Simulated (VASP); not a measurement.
Relaxed, unreconstructed slabs of KI (rock salt). These are r2SCAN meta-GGA, VASP's PBE PAW potentials (set 64) (plane waves; VASP) values and carry that method's errors.

Slab and bulk use different k-meshes, so the surface energy is good to a few per cent at best.

Order the faces (110) [8 atoms], (100) [8 atoms] by surface energy, lowest first.

(100) [8 atoms] (0.11 J/m²), (110) [8 atoms] (0.21 J/m²)

Runs of the series that failed, ran out of time, didn't relax or are held back are left out, and each face is given by its thickest slab.

The cell is a thin slab with vacuum, built from KI (rock salt).
